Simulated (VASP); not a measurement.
These are PBEsol GGA, VASP's PBE PAW potentials (set 64) (plane waves; VASP) values and carry that method's errors.

VASP input:

**KPOINTS**
```
kpoints
0
G
 4 4 4
```

### INCAR
```
SYSTEM = Sr(Ag2Sb)2
PREC = Accurate
ENCUT = 300
EDIFF = 1E-6
NELM = 100
ALGO = Normal
LREAL = .FALSE.
LASPH = .TRUE.
ISMEAR = 0
SIGMA = 0.1
GGA = PS
LMAXMIX = 4
LWAVE = .FALSE.
LCHARG = .FALSE.
ISIF = 2
```

File POSCAR:
```
Sr(Ag2Sb)2
1.0
  2.3755950000   1.3715500000   8.4391070000
 -2.3755950000   1.3715500000   8.4391070000
  0.0000000000  -2.7431010000   8.4391070000
Sr Ag Sb
1 4 2
Direct
  0.0000000000   0.0000000000   0.0000000000
  0.8571170000   0.8571170000   0.8571170000
  0.1428830000   0.1428830000   0.1428830000
  0.5641830000   0.5641830000   0.5641830000
  0.4358170000   0.4358170000   0.4358170000
  0.7452970000   0.7452970000   0.7452970000
  0.2547030000   0.2547030000   0.2547030000
```

POTCAR, in this order: Sr_sv Ag Sb (PBE.64 set). Program: vasp_std.

What VASP printed:

File OSZICAR:
```
       N       E                     dE             d eps       ncg     rms          rms(c)
DAV:   1     0.289056105034E+03    0.28906E+03   -0.21504E+04   988   0.100E+03
DAV:   2    -0.147545276972E+02   -0.30381E+03   -0.29040E+03  1070   0.256E+02
DAV:   3    -0.279239703908E+02   -0.13169E+02   -0.12842E+02  1304   0.506E+01
DAV:   4    -0.283251158190E+02   -0.40115E+00   -0.39935E+00  1428   0.775E+00
DAV:   5    -0.283319774713E+02   -0.68617E-02   -0.68585E-02  1244   0.947E-01    0.208E+01
DAV:   6    -0.262848531742E+02    0.20471E+01   -0.11381E+01  1160   0.250E+01    0.122E+01
DAV:   7    -0.262788851724E+02    0.59680E-02   -0.10398E+00  1072   0.575E+00    0.508E+00
DAV:   8    -0.262590732283E+02    0.19812E-01   -0.36897E-02  1354   0.101E+00    0.165E+00
DAV:   9    -0.262553394995E+02    0.37337E-02   -0.99192E-03  1302   0.652E-01    0.167E-01
DAV:  10    -0.262554498375E+02   -0.11034E-03   -0.55913E-04  1296   0.108E-01    0.754E-02
DAV:  11    -0.262554742253E+02   -0.24388E-04   -0.60756E-05  1500   0.400E-02    0.310E-02
DAV:  12    -0.262554821124E+02   -0.78871E-05   -0.12120E-05  1280   0.180E-02    0.136E-02
DAV:  13    -0.262554826216E+02   -0.50922E-06   -0.68245E-07   674   0.510E-03
   1 F= -.26255483E+02 E0= -.26251824E+02  d E =-.731647E-02
```

**OUTCAR**
```
------------------------ aborting loop because EDIFF is reached ----------------------------------------
  FORCE on cell =-STRESS in cart. coord.  units (eV):
  Direction    XX          YY          ZZ          XY          YZ          ZX
  --------------------------------------------------------------------------------------
  Total       -3.3498595     -3.3498591     -2.7886214      0.0000000      0.0000001     -0.0000000
  in kB      -32.5315890    -32.5315853    -27.0812211      0.0000000      0.0000011     -0.0000000
  external PRESSURE =     -30.7147985 kB  Pullay stress =       0.0000000 kB
  volume of cell :      164.98
      direct lattice vectors                 reciprocal lattice vectors
     2.375595000  1.371550000  8.439107000     0.210473587  0.121516989  0.039498655
    -2.375595000  1.371550000  8.439107000    -0.210473587  0.121516989  0.039498655
     0.000000000 -2.743101000  8.439107000     0.000000000 -0.243033978  0.039498640
 POSITION                                       TOTAL-FORCE (eV/Angst)
 -----------------------------------------------------------------------------------
      0.00000      0.00000      0.00000         0.000000     -0.000000      0.000000
      0.00000     -0.00000     21.69991         0.000000      0.000000     -0.033416
      0.00000     -0.00000      3.61741         0.000000     -0.000000      0.033416
      0.00000     -0.00000     14.28360         0.000000      0.000000     -0.073328
      0.00000     -0.00000     11.03372         0.000000     -0.000000      0.073328
      0.00000     -0.00000     18.86892         0.000000      0.000000     -0.015446
      0.00000     -0.00000      6.44840         0.000000     -0.000000      0.015446
 -----------------------------------------------------------------------------------
    total drift:                                0.000000      0.000000      0.000000
  FREE ENERGIE OF THE ION-ELECTRON SYSTEM (eV)
  ---------------------------------------------------
  free  energy   TOTEN  =       -26.2554826216 eV

  energy  without entropy=      -26.2481661472  energy(sigma->0) =      -26.25182438
```
(Selected blocks of OUTCAR.)

OUTCAR:
```
 val. band max:        6.8625863911   @ k =  -0.2500   0.5000   0.2500

 cond. band min:       6.8811475242   @ k =   0.2500   0.2500   0.2500


 Fermi energy:         6.8661673503

 k-point     1 :       0.0000    0.0000    0.0000
  band No.  band energies     occupation
      1     -28.9637      2.00000
      2     -11.0614      2.00000
      3     -10.9870      2.00000
      4     -10.9870      2.00000
      5      -3.8846      2.00000
      6      -3.2154      2.00000
      7       0.7258      2.00000
      8       0.7258      2.00000
      9       1.0886      2.00000
     10       1.0886      2.00000
     11       1.2195      2.00000
     12       1.2641      2.00000
     13       1.2641      2.00000
     14       1.3631      2.00000
     15       1.3631      2.00000
     16       1.5365      2.00000
     17       1.5693      2.00000
     18       2.1367      2.00000
     19       2.1367      2.00000
     20       2.3512      2.00000
     21       2.4219      2.00000
     22       2.5133      2.00000
     23       2.5133      2.00000
     24       2.6782      2.00000
     25       2.6782      2.00000
     26       2.8494      2.00000
     27       2.8494      2.00000
     28       5.8437      2.00000
     29       6.3288      2.00000
     30       6.3288      2.00000
     31       6.6733      1.99363
     32       7.1925      0.00000
     33       7.1925      0.00000
     34       7.6217      0.00000
     35       8.1420      0.00000
     36       9.0163      0.00000
     37       9.0163      0.00000
     38      10.2444      0.00000

 k-point     2 :       0.2500    0.0000    0.0000
  band No.  band energies     occupation
      1     -28.9624      2.00000
      2     -11.0495      2.00000
      3     -11.0265      2.00000
      4     -10.9953      2.00000
      5      -3.5142      2.00000
      6      -3.0780      2.00000
      7       0.5971      2.00000
      8       0.8105      2.00000
      9       0.9387      2.00000
     10       1.0772      2.00000
...
```

At this cut-off the stress carries a Pulay error, which pulls relaxed volumes low. Unless said otherwise, spin-orbit coupling is left out, though it shifts the bands of the heavy elements here.

The structure comes from a computed database's Ag4SrSb2 entry (R-3m); how it stands against other phases isn't given here. The cell was not relaxed at this level. The k-mesh is coarse (spacing up to 0.39 per Å, 2π included), so the numbers may not be converged in it.
